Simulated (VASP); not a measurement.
A convergence study with VASP on Li₂Se (antifluorite): one setting is varied, all else stays as given below, so the limit is that of these other settings.

```xyz
3
Lattice="0.0000 3.0000 3.0000 3.0000 0.0000 3.0000 3.0000 3.0000 0.0000" Properties=species:S:1:pos:R:3 pbc="T T T"
Li     1.5000     1.5000     1.5000
Li     4.5000     4.5000     4.5000
Se     0.0000     0.0000     0.0000
```

Calculation: PBE GGA, VASP's PBE PAW potentials (set 64) (plane waves; VASP). The tightest run used: 700 eV cut-off, 15×15×15 Γ-centred mesh, Gaussian smearing of 0.050 eV, potentials Li_sv Se.

### Question
The settings run are 1×1×1 mesh; 2×2×2 mesh; 3×3×3 mesh; 4×4×4 mesh; 5×5×5 mesh; 6×6×6 mesh; 7×7×7 mesh; 8×8×8 mesh; 9×9×9 mesh; 10×10×10 mesh; 11×11×11 mesh; 12×12×12 mesh; 13×13×13 mesh; 14×14×14 mesh; 15×15×15 mesh. From which on does the stress (every component) stay within 0.1 GPa of the tightest run?

### Answer
From 4×4×4 mesh on: it is off by 0.06 there and by no more than 0.1 in any finer run, while 3×3×3 mesh is off by 0.33.
```json
[
 {"setting": "1×1×1 mesh", "E (eV/atom)": "-0.9043", "pressure (GPa)": "27.73", "irreducible k-points": "1", "difference judged (GPa)": "27.72"},
 {"setting": "2×2×2 mesh", "E (eV/atom)": "-3.4971", "pressure (GPa)": "2.64", "irreducible k-points": "3", "difference judged (GPa)": "2.63"},
 {"setting": "3×3×3 mesh", "E (eV/atom)": "-3.6860", "pressure (GPa)": "0.34", "irreducible k-points": "4", "difference judged (GPa)": "0.33"},
 {"setting": "4×4×4 mesh", "E (eV/atom)": "-3.7066", "pressure (GPa)": "0.07", "irreducible k-points": "8", "difference judged (GPa)": "0.06"},
 {"setting": "5×5×5 mesh", "E (eV/atom)": "-3.7098", "pressure (GPa)": "0.02", "irreducible k-points": "10", "difference judged (GPa)": "0.01"},
 {"setting": "6×6×6 mesh", "E (eV/atom)": "-3.7104", "pressure (GPa)": "0.01", "irreducible k-points": "16", "difference judged (GPa)": "0.00"},
 {"setting": "7×7×7 mesh", "E (eV/atom)": "-3.7105", "pressure (GPa)": "0.01", "irreducible k-points": "20", "difference judged (GPa)": "0.00"},
 {"setting": "8×8×8 mesh", "E (eV/atom)": "-3.7105", "pressure (GPa)": "0.01", "irreducible k-points": "29", "difference judged (GPa)": "0.00"},
 {"setting": "9×9×9 mesh", "E (eV/atom)": "-3.7105", "pressure (GPa)": "0.01", "irreducible k-points": "35", "difference judged (GPa)": "0.00"},
 {"setting": "10×10×10 mesh", "E (eV/atom)": "-3.7105", "pressure (GPa)": "0.01", "irreducible k-points": "47", "difference judged (GPa)": "0.00"},
 {"setting": "11×11×11 mesh", "E (eV/atom)": "-3.7105", "pressure (GPa)": "0.01", "irreducible k-points": "56", "difference judged (GPa)": "0.00"},
 {"setting": "12×12×12 mesh", "E (eV/atom)": "-3.7105", "pressure (GPa)": "0.01", "irreducible k-points": "72", "difference judged (GPa)": "0.00"},
 {"setting": "13×13×13 mesh", "E (eV/atom)": "-3.7105", "pressure (GPa)": "0.01", "irreducible k-points": "84", "difference judged (GPa)": "0.00"},
 {"setting": "14×14×14 mesh", "E (eV/atom)": "-3.7105", "pressure (GPa)": "0.01", "irreducible k-points": "104", "difference judged (GPa)": "0.00"},
 {"setting": "15×15×15 mesh", "E (eV/atom)": "-3.7105", "pressure (GPa)": "0.01", "irreducible k-points": "120", "difference judged (GPa)": "0.00"}
]
```

Left out are rungs that failed or repeat a setting and relaxations that didn't move; long series are thinned to 24 rows.

The compound is Li2Se in the antifluorite structure. The cell was not relaxed at this level.
